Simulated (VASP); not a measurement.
Calculation: LDA (Ceperley-Alder, Perdew-Zunger), VASP's LDA PAW potentials (set 64) (plane waves; VASP 6.6.1).

VASP input:

**POSCAR**
```
HfC
1.0
  0.0000000000   2.2885665204   2.2885665204
  2.2885665204   0.0000000000   2.2885665204
  2.2885665204   2.2885665204   0.0000000000
Hf C
1 1
direct
  0.0000000000   0.0000000000   0.0000000000
  0.5000000000   0.5000000000   0.5000000000
```

KPOINTS:
```
Automatic mesh
0
Gamma
12 12 12
0 0 0
```

### INCAR
```
! general
SYSTEM  = HfC
PREC    = Accurate
ENCUT   = 520
LREAL   = .False.
LASPH   = .True.

! electronic loop
EDIFF   = 1E-6
NELM    = 100
ALGO    = Normal
LMAXMIX = 6

! smearing
ISMEAR  = 1
SIGMA   = 0.1

! ions
IBRION  = 2
NSW     = 60
ISIF    = 3
EDIFFG  = -0.01

! output
LWAVE   = .False.
LCHARG  = .False.
```

POTCAR, in this order: Hf_pv C (LDA.64 set). Program: vasp_std.

What VASP printed:

**OUTCAR**
```
 ion  position               nearest neighbor table
   1  0.000  0.000  0.000-   2 2.29   2 2.29   2 2.29   2 2.29   2 2.29   2 2.29
   2  0.500  0.500  0.500-   1 2.29   1 2.29   1 2.29   1 2.29   1 2.29   1 2.29
  LATTYP: Found a face centered cubic cell.
 ALAT       =     4.5771330408
 Subroutine PRICEL returns:
 Original cell was already a primitive cell.
 Subroutine GETGRP returns: Found 48 space group operations
The static configuration has the point symmetry O_h .
The dynamic configuration has the point symmetry O_h .
 Subroutine INISYM returns: Found 48 space group operations
 Subroutine IBZKPT returns following result:
 Found     72 irreducible k-points:

 Following reciprocal coordinates:
            Coordinates               Weight
  0.000000  0.000000  0.000000      1.000000
  0.083333  0.000000  0.000000      8.000000
  0.166667  0.000000  0.000000      8.000000
  0.250000  0.000000  0.000000      8.000000
  0.333333  0.000000  0.000000      8.000000
  0.416667  0.000000  0.000000      8.000000
  0.500000  0.000000  0.000000      4.000000
  0.083333  0.083333  0.000000      6.000000
  0.166667  0.083333  0.000000     24.000000
  0.250000  0.083333  0.000000     24.000000
  0.333333  0.083333  0.000000     24.000000
  0.416667  0.083333  0.000000     24.000000
  0.500000  0.083333  0.000000     24.000000
 -0.416667  0.083333  0.000000     24.000000
 -0.333333  0.083333  0.000000     24.000000
 -0.250000  0.083333  0.000000     24.000000
 -0.166667  0.083333  0.000000     24.000000
 -0.083333  0.083333  0.000000     12.000000
  0.166667  0.166667  0.000000      6.000000
  0.250000  0.166667  0.000000     24.000000
  0.333333  0.166667  0.000000     24.000000
  0.416667  0.166667  0.000000     24.000000
  0.500000  0.166667  0.000000     24.000000
 -0.416667  0.166667  0.000000     24.000000
...
```

OSZICAR:
```
       N       E                     dE             d eps       ncg     rms          rms(c)
DAV:   1     0.222888425827E+02    0.22289E+02   -0.78720E+03  1592   0.122E+03
DAV:   2    -0.244300615673E+02   -0.46719E+02   -0.44210E+02  2100   0.219E+02
DAV:   3    -0.260207755940E+02   -0.15907E+01   -0.15769E+01  2026   0.309E+01
DAV:   4    -0.260334589556E+02   -0.12683E-01   -0.12682E-01  1882   0.306E+00
DAV:   5    -0.260336044520E+02   -0.14550E-03   -0.14544E-03  2088   0.277E-01    0.634E+01
DAV:   6    -0.230094214175E+02    0.30242E+01   -0.20253E+01  1748   0.233E+01    0.444E+01
DAV:   7    -0.229158307556E+02    0.93591E-01   -0.70730E-01  1829   0.616E+00    0.254E+01
DAV:   8    -0.228988483606E+02    0.16982E-01   -0.50974E-02  1716   0.213E+00    0.541E+00
DAV:   9    -0.228942673074E+02    0.45811E-02   -0.22287E-02  1775   0.902E-01    0.200E+00
DAV:  10    -0.228939891454E+02    0.27816E-03   -0.82758E-04  1871   0.245E-01    0.418E-01
DAV:  11    -0.228939763305E+02    0.12815E-04   -0.11967E-04  1833   0.829E-02    0.222E-02
DAV:  12    -0.228939757197E+02    0.61074E-06   -0.26362E-06  1734   0.162E-02
   1 F= -.22893976E+02 E0= -.22893924E+02  d E =-.228940E+02
```

### OUTCAR
```
------------------------ aborting loop because EDIFF is reached ----------------------------------------
  FORCE on cell =-STRESS in cart. coord.  units (eV):
  Direction    XX          YY          ZZ          XY          YZ          ZX
  --------------------------------------------------------------------------------------
  Total       -0.0058084     -0.0058084     -0.0058084      0.0000000      0.0000000     -0.0000000
  in kB       -0.3881950     -0.3881950     -0.3881950      0.0000000      0.0000000     -0.0000000
  external PRESSURE =      -0.3881950 kB  Pullay stress =       0.0000000 kB
  volume of cell :       23.97
      direct lattice vectors                 reciprocal lattice vectors
     0.000000000  2.288566520  2.288566520    -0.218477372  0.218477372  0.218477372
     2.288566520  0.000000000  2.288566520     0.218477372 -0.218477372  0.218477372
     2.288566520  2.288566520  0.000000000     0.218477372  0.218477372 -0.218477372
 POSITION                                       TOTAL-FORCE (eV/Angst)
 -----------------------------------------------------------------------------------
      0.00000      0.00000      0.00000         0.000000     -0.000000     -0.000000
      2.28857      2.28857      2.28857        -0.000000      0.000000      0.000000
 -----------------------------------------------------------------------------------
    total drift:                                0.000000     -0.000000     -0.000000
  FREE ENERGIE OF THE ION-ELECTRON SYSTEM (eV)
  ---------------------------------------------------
  free  energy   TOTEN  =       -22.8939757197 eV

  energy  without entropy=      -22.8938218716  energy(sigma->0) =      -22.89392444

 reached required accuracy - stopping structural energy minimisation
```
(Selected blocks of OUTCAR.)

### OUTCAR
```
 val. band max:        6.2344301339   @ k =   0.5000   0.5000   0.0000

 cond. band min:       6.3147339636   @ k =   0.4167   0.3333   0.0000


 Fermi energy:         6.2970016799

 k-point     1 :       0.0000    0.0000    0.0000
  band No.  band energies     occupation
      1     -22.9481      2.00000
      2     -22.9481      2.00000
      3     -22.9481      2.00000
      4      -6.1507      2.00000
      5       7.2811     -0.00000
      6       7.2811     -0.00000
      7       7.2811     -0.00000
      8       7.5401     -0.00000
      9       7.5401     -0.00000
     10       7.5401     -0.00000
     11       9.6970      0.00000

 k-point     2 :       0.0833    0.0000    0.0000
  band No.  band energies     occupation
      1     -23.0079      2.00000
      2     -22.9537      2.00000
      3     -22.9537      2.00000
      4      -5.9602      2.00000
      5       6.1246      2.03502
      6       6.4431     -0.05869
      7       6.4431     -0.05869
      8       7.8884     -0.00000
      9       7.8884     -0.00000
     10       8.2852     -0.00000
     11      10.5694      0.00000

 k-point     3 :       0.1667    0.0000    0.0000
  band No.  band energies     occupation
      1     -23.1677      2.00000
      2     -22.9689      2.00000
      3     -22.9689      2.00000
      4      -5.4185      2.00000
      5       4.6441      2.00000
      6       5.3248      2.00000
      7       5.3248      2.00000
      8       8.4538      0.00000
      9       8.4538      0.00000
     10       8.8102      0.00000
     11      12.2381      0.00000

 k-point     4 :       0.2500    0.0000    0.0000
  band No.  band energies     occupation
      1     -23.3778      2.00000
      2     -22.9895      2.00000
      3     -22.9895      2.00000
      4      -4.6035      2.00000
      5       3.1526      2.00000
      6       4.3659      2.00000
      7       4.3659      2.00000
      8       9.2946      0.00000
      9       9.2946      0.00000
...
```

Unless said otherwise, spin-orbit coupling is left out, though it shifts the bands of the heavy elements here.

The compound is HfC in the rock salt structure. It was relaxed first. The start is the result of an earlier pass.
